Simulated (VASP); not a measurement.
A convergence study with VASP on Cu (fcc): one setting is varied, all else stays as given below, so the limit is that of these other settings.

```xyz
1
Lattice="0.0000 1.8050 1.8050 1.8050 0.0000 1.8050 1.8050 1.8050 0.0000" Properties=species:S:1:pos:R:3 pbc="T T T"
Cu     0.0000     0.0000     0.0000
```

Calculation: LDA (Ceperley-Alder, Perdew-Zunger), VASP's LDA PAW potentials (set 64) (plane waves; VASP). The tightest run used: 550 eV cut-off, 23×23×23 Monkhorst-Pack mesh, first-order Methfessel-Paxton smearing of 0.10 eV, potentials Cu.

| setting | E (eV/atom) | pressure (GPa) | irreducible k-points |
|---|---|---|---|
| 1×1×1 mesh | -14.5087 | -103.24 | 1 |
| 2×2×2 mesh | -3.9947 | -5.21 | 2 |
| 3×3×3 mesh | -5.0105 | -15.29 | 4 |
| 4×4×4 mesh | -4.6147 | -9.10 | 10 |
| 5×5×5 mesh | -4.7778 | -11.86 | 10 |
| 6×6×6 mesh | -4.6645 | -11.28 | 28 |
| 7×7×7 mesh | -4.7184 | -11.32 | 20 |
| 8×8×8 mesh | -4.6787 | -11.33 | 60 |
| 9×9×9 mesh | -4.6911 | -11.09 | 35 |
| 10×10×10 mesh | -4.6792 | -10.95 | 110 |
| 11×11×11 mesh | -4.6827 | -11.42 | 56 |

Task: These are the cheaper rows. Estimate the results at 23×23×23 mesh, and how far the last row shown lies from them.

Result: 
| quantity | tightest run | last row shown is off by |
|---|---|---|
| E (eV/atom) | -4.6754 | -0.0072 |
| pressure (GPa) | -11.20 | -0.22 |

Left out are rungs that failed or repeat a setting and relaxations that didn't move; long series are thinned to 24 rows.

The compound is Cu in the fcc structure. The cell was not relaxed at this level.
